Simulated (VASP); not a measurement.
Method: rev-vdW-DF2, VASP's PBE PAW potentials (set 64) (plane waves; VASP).

The input files of a VASP run:

### INCAR
```
SYSTEM = PdIn
ISMEAR = -5   # tetrahedra, Bloechl
PARAM1 = 0.1234568
ALGO = Normal
LASPH = .True.
PREC = Accurate
NELM = 100   # most electronic steps
LREAL = .False.   # projection in real space or not
LMAXMIX = 4
NEDOS = 601   # DOS grid
ZAB_VDW = -1.8867
EDIFF = 1E-7   # SCF stop (eV)
PARAM2 = 0.7114
LORBIT = 11   # lm-projected
LUSE_VDW = .True.
ISIF = 2
AGGAC = 0.0
LCHARG = .True.
LWAVE = .False.
GGA = MK
ENCUT = 520
```

### POSCAR
```
PdIn
1
    3.2823877650     0.0000000000     0.0000000000
    0.0000000000     3.2823877650     0.0000000000
    0.0000000000     0.0000000000     3.2823877650
In Pd
1 1
Direct
  0.5000000000   0.5000000000   0.5000000000
  0.0000000000   0.0000000000   0.0000000000
```

**KPOINTS**
```
K-points
0
G
  12 12 12
```

POTCAR, in this order: In_d Pd (PBE.64 set). Program: vasp_std.

What VASP printed:

File OSZICAR:
```
       N       E                     dE             d eps       ncg     rms          rms(c)
DAV:   1     0.166528039466E+03    0.16653E+03   -0.11411E+04  2577   0.199E+03
DAV:   2     0.415063644647E+01   -0.16238E+03   -0.15832E+03  2646   0.413E+02
DAV:   3    -0.352691641069E+01   -0.76776E+01   -0.76425E+01  3199   0.944E+01
DAV:   4    -0.366339621461E+01   -0.13648E+00   -0.13645E+00  3018   0.120E+01
DAV:   5    -0.366960477309E+01   -0.62086E-02   -0.62094E-02  3686   0.231E+00    0.616E+00
DAV:   6    -0.348646723564E+01    0.18314E+00   -0.48865E-01  2898   0.103E+01    0.280E+00
DAV:   7    -0.345071160043E+01    0.35756E-01   -0.77514E-02  3383   0.521E+00    0.136E+00
DAV:   8    -0.344273224358E+01    0.79794E-02   -0.23197E-02  2863   0.151E+00    0.400E-01
DAV:   9    -0.344180776122E+01    0.92448E-03   -0.18938E-03  3234   0.778E-01    0.632E-02
DAV:  10    -0.344179797260E+01    0.97886E-05   -0.44383E-05  3449   0.103E-01    0.288E-02
DAV:  11    -0.344180361545E+01   -0.56428E-05   -0.49657E-06  2835   0.235E-02    0.483E-03
DAV:  12    -0.344180377959E+01   -0.16415E-06   -0.27017E-07  3182   0.557E-03    0.179E-03
DAV:  13    -0.344180372249E+01    0.57102E-07   -0.29315E-08  1582   0.200E-03
   1 F= -.34418037E+01 E0= -.34418037E+01  d E =0.000000E+00
```

### OUTCAR
```
------------------------ aborting loop because EDIFF is reached ----------------------------------------
  FORCE on cell =-STRESS in cart. coord.  units (eV):
  Direction    XX          YY          ZZ          XY          YZ          ZX
  --------------------------------------------------------------------------------------
  Total       -0.0444554     -0.0444554     -0.0444554      0.0000000      0.0000000     -0.0000000
  in kB       -2.0140274     -2.0140274     -2.0140274      0.0000000      0.0000000     -0.0000000
  external PRESSURE =      -2.0140274 kB  Pullay stress =       0.0000000 kB
  volume of cell :       35.36
      direct lattice vectors                 reciprocal lattice vectors
     3.282387765  0.000000000  0.000000000     0.304656266  0.000000000  0.000000000
     0.000000000  3.282387765  0.000000000     0.000000000  0.304656266  0.000000000
     0.000000000  0.000000000  3.282387765     0.000000000  0.000000000  0.304656266
 POSITION                                       TOTAL-FORCE (eV/Angst)
 -----------------------------------------------------------------------------------
      1.64119      1.64119      1.64119         0.000000      0.000000      0.000000
      0.00000      0.00000      0.00000         0.000000      0.000000      0.000000
 -----------------------------------------------------------------------------------
    total drift:                                0.000000      0.000000     -0.000000
  FREE ENERGIE OF THE ION-ELECTRON SYSTEM (eV)
  ---------------------------------------------------
  free  energy   TOTEN  =        -3.4418037225 eV

  energy  without entropy=       -3.4418037225  energy(sigma->0) =       -3.44180372

 total charge

# of ion       s       p       d       tot
------------------------------------------
    1        0.822   0.727   9.901  11.449
    2        0.412   0.406   8.659   9.477
--------------------------------------------------
tot          1.234   1.133  18.560  20.927
```
(Selected blocks of OUTCAR.)

For a metal the tetrahedron method with Blöchl corrections gives inexact stress and forces.

The compound is PdIn in the CsCl type structure. It was relaxed first. The electron count is odd and the run is not spin-polarised, which forces a metal.
